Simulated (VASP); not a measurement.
These are r2SCAN meta-GGA, VASP's PBE PAW potentials (set 64) (plane waves; VASP 6.6.1) values and carry that method's errors.

VASP input:

INCAR:
```
SYSTEM = ZnS
PREC = Accurate
ENCUT = 520
EDIFF = 1E-7
NELM = 100
ALGO = Normal
LREAL = .FALSE.
LASPH = .TRUE.
ISMEAR = 0
SIGMA = 0.05
METAGGA = R2SCAN
LMIXTAU = .TRUE.
LMAXMIX = 4
LWAVE = .FALSE.
LCHARG = .FALSE.
ISIF = 4
IBRION = 2
NSW = 30
EDIFFG = -0.01
```

KPOINTS:
```
Automatic mesh
0
Gamma
7 7 4
0 0 0
```

File POSCAR:
```
ZnS
1
    1.9419772815    -3.3636032759     0.0000000000
    1.9419772815     3.3636032759     0.0000000000
    0.0000000000     0.0000000000     6.3639332043
Zn S
2 2
Direct
  0.6666670000   0.3333330000   0.5001992388
  0.3333330000   0.6666670000   0.0001992388
  0.6666670000   0.3333330000   0.8748007612
  0.3333330000   0.6666670000   0.3748007612
```

POTCAR, in this order: Zn S (PBE.64 set). Program: vasp_std.

Output of the run:

File OSZICAR:
```
       N       E                     dE             d eps       ncg     rms          rms(c)
DAV:   1     0.207444128373E+03    0.20744E+03   -0.17881E+04  1056   0.198E+03
DAV:   2    -0.205703139860E+02   -0.22801E+03   -0.22214E+03  1104   0.383E+02
DAV:   3    -0.433343817717E+02   -0.22764E+02   -0.22675E+02  1266   0.121E+02
DAV:   4    -0.438384785926E+02   -0.50410E+00   -0.50363E+00  1256   0.186E+01
DAV:   5    -0.438466193584E+02   -0.81408E-02   -0.81403E-02  1278   0.231E+00    0.943E+00
DAV:   6    -0.397328845985E+02    0.41137E+01   -0.36520E+00  1308   0.517E+01    0.872E+00
DAV:   7    -0.371273157759E+02    0.26056E+01   -0.11085E+00  1080   0.125E+01    0.444E+00
DAV:   8    -0.377880715885E+02   -0.66076E+00   -0.91333E-01  1116   0.744E+00    0.141E+00
DAV:   9    -0.376565538857E+02    0.13152E+00   -0.18956E-01  1086   0.420E+00    0.905E-01
DAV:  10    -0.375696476258E+02    0.86906E-01   -0.89034E-02  1092   0.284E+00    0.456E-01
DAV:  11    -0.376487283711E+02   -0.79081E-01   -0.80095E-02  1068   0.271E+00    0.140E-01
DAV:  12    -0.376409603439E+02    0.77680E-02   -0.23713E-02  1158   0.130E+00    0.105E-01
DAV:  13    -0.376513791113E+02   -0.10419E-01   -0.36447E-03  1200   0.471E-01    0.406E-02
DAV:  14    -0.376537065177E+02   -0.23274E-02   -0.11993E-02  1068   0.103E+00    0.773E-02
DAV:  15    -0.376581621179E+02   -0.44556E-02   -0.30321E-03  1068   0.603E-01    0.444E-02
DAV:  16    -0.376583649881E+02   -0.20287E-03   -0.35320E-04  1224   0.152E-01    0.279E-03
DAV:  17    -0.376583608040E+02    0.41841E-05   -0.11285E-05  1288   0.365E-02    0.980E-03
DAV:  18    -0.376583707952E+02   -0.99912E-05   -0.54580E-06  1194   0.222E-02    0.475E-03
DAV:  19    -0.376583694140E+02    0.13812E-05   -0.54692E-07  1230   0.667E-03    0.117E-03
DAV:  20    -0.376583706604E+02   -0.12463E-05   -0.10918E-07   810   0.338E-03    0.674E-04
DAV:  21    -0.376583708565E+02   -0.19616E-06   -0.42253E-08   774   0.233E-03    0.228E-04
DAV:  22    -0.376583711169E+02   -0.26036E-06   -0.10967E-08   672   0.114E-03    0.189E-04
DAV:  23    -0.376583710547E+02    0.62184E-07   -0.20678E-09   636   0.580E-04
   1 F= -.37658371E+02 E0= -.37658371E+02  d E =-.376584E+02
       N       E                     dE             d eps       ncg     rms          rms(c)
DAV:   1    -0.376583865552E+02   -0.15438E-04   -0.92440E-03  1074   0.676E-01    0.461E-02
DAV:   2    -0.376584149711E+02   -0.28416E-04   -0.25202E-04  1224   0.137E-01    0.144E-02
DAV:   3    -0.376584148477E+02    0.12338E-06   -0.64982E-06  1238   0.239E-02    0.107E-02
DAV:   4    -0.376584108702E+02    0.39776E-05   -0.84619E-06  1170   0.260E-02    0.327E-03
DAV:   5    -0.376584137133E+02   -0.28431E-05   -0.35218E-06  1080   0.185E-02    0.203E-03
DAV:   6    -0.376584135137E+02    0.19952E-06   -0.30279E-07   912   0.539E-03    0.120E-03
DAV:   7    -0.376584137621E+02   -0.24834E-06   -0.29451E-07   924   0.437E-03    0.408E-04
DAV:   8    -0.376584137395E+02    0.22586E-07   -0.56915E-08   654   0.208E-03
   2 F= -.37658414E+02 E0= -.37658414E+02  d E =-.426848E-04
```

OUTCAR:
```
------------------------ aborting loop because EDIFF is reached ----------------------------------------
  FORCE on cell =-STRESS in cart. coord.  units (eV):
  Direction    XX          YY          ZZ          XY          YZ          ZX
  --------------------------------------------------------------------------------------
  Total       -2.1147409     -2.1147409     -2.1322088      0.0000000      0.0000000      0.0000000
  in kB      -40.7533425    -40.7533416    -41.0899676      0.0000000      0.0000000      0.0000000
  external PRESSURE =     -40.8655506 kB  Pullay stress =       0.0000000 kB
  volume of cell :       83.14
      direct lattice vectors                 reciprocal lattice vectors
     1.941847083 -3.363377767  0.000000000     0.257486804 -0.148660078  0.000000000
     1.941847083  3.363377767  0.000000000     0.257486804  0.148660078  0.000000000
     0.000000000  0.000000000  6.364786619     0.000000000  0.000000000  0.157114458
  FREE ENERGIE OF THE ION-ELECTRON SYSTEM (eV)
  ---------------------------------------------------
  free  energy   TOTEN  =       -37.6584137395 eV

  energy  without entropy=      -37.6584137395  energy(sigma->0) =      -37.65841374

 reached required accuracy - stopping structural energy minimisation
```
(Selected blocks of OUTCAR.)

**CONTCAR**
```
ZnS
   1.00000000000000
     1.9418470826692558   -3.3633777671082048    0.0000000000000000
     1.9418470826692558    3.3633777671082048    0.0000000000000000
     0.0000000000000000    0.0000000000000000    6.3647866189829996
  Zn              S
     2     2
Direct
     0.6666669999999968    0.3333330000000032    0.5000691862997136
     0.3333330000000032    0.6666669999999968    0.0000691862997137
     0.6666669999999968    0.3333330000000032    0.8749308137002864
     0.3333330000000032    0.6666669999999968    0.3749308137002863
```

### OUTCAR
```
 val. band max:        1.3729016084   @ k =   0.0000   0.0000   0.0000

 cond. band min:       3.8825870125   @ k =   0.0000   0.0000   0.0000


 Fermi energy:         1.6167939478

 k-point     1 :       0.0000    0.0000    0.0000
  band No.  band energies     occupation
      1     -11.9622      2.00000
      2     -11.1081      2.00000
      3      -4.9365      2.00000
      4      -4.9273      2.00000
      5      -4.9273      2.00000
      6      -4.8473      2.00000
      7      -4.8472      2.00000
      8      -4.4964      2.00000
      9      -4.4963      2.00000
     10      -4.4308      2.00000
     11      -4.4307      2.00000
     12      -4.2875      2.00000
     13      -3.6931      2.00000
     14       0.5384      2.00000
     15       0.5384      2.00000
     16       1.3052      2.00000
     17       1.3729      2.00000
     18       1.3729      2.00000
     19       3.8826      0.00000
     20       4.8667      0.00000
     21       8.2077      0.00000
     22       8.2078      0.00000

 k-point     2 :       0.1429    0.0000    0.0000
  band No.  band energies     occupation
      1     -11.8363      2.00000
      2     -11.0398      2.00000
      3      -4.9309      2.00000
      4      -4.9083      2.00000
      5      -4.9026      2.00000
      6      -4.8282      2.00000
      7      -4.8117      2.00000
      8      -4.5115      2.00000
      9      -4.4965      2.00000
     10      -4.4748      2.00000
     11      -4.4252      2.00000
     12      -4.2540      2.00000
     13      -3.5099      2.00000
     14      -0.3617      2.00000
     15       0.2558      2.00000
     16       0.3736      2.00000
     17       1.1400      2.00000
     18       1.2157      2.00000
     19       4.7862      0.00000
     20       5.6498      0.00000
     21       7.6870      0.00000
     22       8.5667      0.00000

 k-point     3 :       0.2857    0.0000    0.0000
  band No.  band energies     occupation
      1     -11.5145      2.00000
...
```

The compound is ZnS in the wurtzite structure, the high-temperature form. This cell is one point of a volume scan, at 1.06 of the reference volume. Symmetry was kept, so distortions that lower it aren't found.
